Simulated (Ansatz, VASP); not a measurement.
# Cross-check of SrMg between VASP and Ansatz, part 2 of 2

Wanted: the spread between two codes on one cell, functional and k mesh. The cell is taken from a series of runs on this material, whose earlier steps may have relaxed, scaled, displaced or heated it; both programs get it as it stands.

VASP 6.6.1 and Ansatz 0.2.0.

So far: The structure; VASP: relaxation of cell and atoms, PBEsol; Ansatz: relaxation of cell and atoms, PBEsol; Differences.

### 5. VASP: zone-centre phonons, PBEsol

Level of this step: PBEsol; plane waves and PAW (Sr_sv, Mg) (VASP).

Second derivatives magnify differences that forces hide, and they need a tight electronic threshold.

INCAR

```
SYSTEM = SrMg
PREC = Accurate
ENCUT = 600
EDIFF = 1E-08
NELM = 120
ISMEAR = -1
SIGMA = 0.1
LREAL = .FALSE.
ALGO = Normal
GGA = PS
NBANDS = 12
LORBIT = 11
LWAVE = .FALSE.
LCHARG = .FALSE.
ISIF = 2
IBRION = 8
LASPH = .TRUE.
GGA_COMPAT = .FALSE.
KPAR = 2
```

POSCAR

```
SrMg
1.0
    4.1223831740      0.0000000000      0.0000000000
    0.0000000000      4.1223831740      0.0000000000
    0.0000000000      0.0000000000      4.1223831740
Sr Mg
1 1
Direct
    0.5000000000      0.5000000000      0.5000000000
    0.0000000000      0.0000000000      0.0000000000
```

KPOINTS

```
Automatic mesh
0
Gamma
12 12 12
0 0 0
```

The projector-augmented-wave data sets are Sr_sv and Mg (PBE family, release 64).

Started as:

```console
mpirun -np 2 vasp_std
```

Numbers of over 12 decimals in the logs are rounded to 6 here.

Log:

```text
[banner, memory and clock lines left out]
running    2 mpi-ranks, on    1 nodes
[...]
[... a notice as in an earlier step ...]

 LDA part: xc-table for (Slater+PW92), standard interpolation
 POSCAR, INCAR and KPOINTS ok, starting setup
[...]
entering main loop
       N       E                     dE             d eps       ncg     rms          rms(c)
DAV:   1     0.498255124453E+02    0.49826E+02   -0.59376E+03  2040   0.914E+02
DAV:   2    -0.192540162401E+00   -0.50018E+02   -0.48828E+02  2384   0.177E+02
DAV:   3    -0.362251084541E+01   -0.34300E+01   -0.34072E+01  3536   0.363E+01
DAV:   4    -0.373575499469E+01   -0.11324E+00   -0.11312E+00  2696   0.519E+00
[...]
DAV:  13    -0.371252196841E+01    0.72816E-07   -0.54439E-09  1764   0.487E-04    0.156E-04
DAV:  14    -0.371252192351E+01    0.44904E-07   -0.98262E-09  1976   0.406E-04    0.750E-05
DAV:  15    -0.371252191764E+01    0.58653E-08   -0.18651E-09  1480   0.249E-04
   1 F= -.37125219E+01 E0= -.36830853E+01  d E =-.588731E-01
[...]
RMM:  23    -0.296666226090E+00   -0.43624E-08   -0.18965E-07  8151   0.870E-05    0.898E-06
RMM:  24    -0.296666226356E+00   -0.26613E-09   -0.13821E-07  7713   0.857E-05    0.914E-06
RMM:  25    -0.296666229390E+00   -0.30345E-08   -0.11171E-07  7739   0.848E-05    0.853E-06
 first order change of Fermi-energy  -0.18924E-04
 force on displaced ion       1 direction 1 :  -2.087  -0.000  -0.000
 Linear response progress:
  Degree of freedom:   2/  2
       N       E                     dE             d eps       ncg     rms          rms(c)
RMM:   1    -0.226510814011E-02   -0.22651E-02   -0.13523E-03  9649   0.222E-01
RMM:   2    -0.219833595342E-02    0.66772E-04   -0.15327E-04  8930   0.448E-02    0.744E-02
RMM:   3    -0.220732791274E-02   -0.89920E-05   -0.26706E-05  8976   0.185E-02    0.394E-02
RMM:   4    -0.222236782125E-02   -0.15040E-04   -0.71348E-06  9064   0.123E-02    0.445E-03
[...]
RMM:   8    -0.222402022342E-02    0.19301E-07   -0.58242E-08 10989   0.286E-04    0.795E-05
RMM:   9    -0.222411218616E-02   -0.91963E-07    0.60695E-08 11196   0.136E-04    0.265E-05
RMM:  10    -0.222410971856E-02    0.24676E-08   -0.43411E-08 11515   0.678E-05    0.251E-05
 first order change of Fermi-energy  -0.11583E-03
 force on displaced ion       2 direction 1 :  -2.087   0.000  -0.000
 Linear response finished
```

Parts of OUTCAR (step 5):

```text
  Total        0.0735883      0.0735883      0.0735883      0.0000000      0.0000000     -0.0000000
  in kB        1.6829609      1.6829609      1.6829609      0.0000000      0.0000000     -0.0000000
  external PRESSURE =       1.6829609 kB  Pullay stress =       0.0000000 kB

 POSITION                                       TOTAL-FORCE (eV/Angst)
 -----------------------------------------------------------------------------------
      2.06119      2.06119      2.06119         0.000000      0.000000      0.000000
      0.00000      0.00000      0.00000         0.000000      0.000000      0.000000
 -----------------------------------------------------------------------------------
    total drift:                                0.000000      0.000000      0.000000

[... 2 further parts left out ...]
```

Energies printed during the response cycles are not total energies of the cell.

### 6. Ansatz: zone-centre phonons, PBEsol

The same cell, functional, mesh and smearing now go to Ansatz, which takes its cutoff from its data sets.

The cell is taken from a series of runs on this material, whose earlier steps may have relaxed, scaled, displaced or heated it; both programs get it as it stands.

input.yaml

```yaml
crystal:
  lattice:
    - [4.122383174, 0.0, 0.0]
    - [0.0, 4.122383174, 0.0]
    - [0.0, 0.0, 4.122383174]
  atoms:
    - { symbol: Sr, position: [0.5, 0.5, 0.5] }
    - { symbol: Mg, position: [0.0, 0.0, 0.0] }
kpoints:
  mp_grid: { grid: [12, 12, 12] }
hamiltonian:
  xc: pbesol
scf:
  occupations: { method: fermi_dirac, width: 0.1 }
output:
  eigenvalues: true
phonons:
  method: dfpt
  qpoints:
    - [0, 0, 0]
    - [0.0, 0.083333333, 0.0]
    - [0.0, 0.166666667, 0.0]
    - [0.0, 0.25, 0.0]
    - [0.0, 0.333333333, 0.0]
    - [0.0, 0.416666667, 0.0]
    - [0.0, 0.5, 0.0]
```

Started as:

```console
ansatz run input.yaml --threads 4 --pin off --max-ram 8192MiB --backend cpu --events-out ev --progress --plain --runs-dir out
```

Log:

```text
The run solves and reports these wavevectors of phonons.qpoints, in the list's order, at another value: [0.0, 0.083333333, 0.0] as [0.0, 0.083333, 0.0], [0.0, 0.166666667, 0.0] as [0.0, 0.166667, 0.0], [0.0, 0.333333333, 0.0] as [0.0, 0.333333, 0.0], [0.0, 0.416666667, 0.0] as [0.0, 0.416667, 0.0].
[...]
Crystal: 2 atoms, lattice volume = 70.056 Å³
[...]
q = [0, 0, 0] (of the zone-centre solve; hermiticity 1.65e-7, symmetrization 8.35e-12): -0.00 0.00 0.00 172.30 172.30 172.30
  q = [0, 0.083333, 0] (4 solved perturbations in 1848 linear systems a pass and spin channel, the states on 588 of 1728 k-point pairs; hermiticity 1.22e-6, symmetrization 4.16e-12): 18.97 18.97 22.20 170.24 171.72 171.72
[...]
sum rule: each row above includes the acoustic sum rule's correction from the zone centre's row sums; it moved no ω² by more than (0.72 cm⁻¹)²
[key lines of the parts left out:]
SCF converged after 9 iterations
Free energy (F): -5404.419190 eV
Fermi energy:    5.678330 eV
```

### 7. Differences

What differs besides the data sets and the points named for the pairs above, as far as they apply: the data sets hold 20 valence electrons in Ansatz (on its default PAW (the set named soft_2) files) and 12 in VASP. Total energies have different zeros and are not compared.

Compared:

| quantity | Ansatz | VASP | difference |
| --- | --- | --- | --- |
| optical mode 1 to 3 (cm⁻¹) | 172.3 | 172.7 | -0.23 % |

Modes are paired by rising frequency, not by their patterns, so a pair may set unlike modes beside each other; they are those without the splitting of longitudinal modes.

### 8. Outcome

- difference in volume (relaxation of cell and atoms, PBEsol): -0.14 %
- r.m.s. difference of the optical zone-centre modes, each program's sorted by frequency (zone-centre phonons, PBEsol): 0.40 cm⁻¹

The difference in volume is -0.14 % (relaxation of cell and atoms, PBEsol), within the 1.2 % picked in this series as the mark of a large difference, as far as the stopping tolerances let one tell. The data sets hold unlike numbers of valence electrons (20 in Ansatz and 12 in VASP), so part of the differences comes from the potentials. 1 further run of this series is not shown here. How closely two codes agree says nothing of how well the functional describes the real material.

[Lines on the potential files, build, host, timing and source positions are cut from VASP's logs without a mark.]

[Logs are printed without paths, hosts, clocks, repeated set-up lines and the standing remarks that a program may print on its own settings, such as how far it seeks lower states.]

[Hosts, paths, dates, database ids (printed as entryN), source tags and the programs' standing remarks are cut or masked in the printed files.]
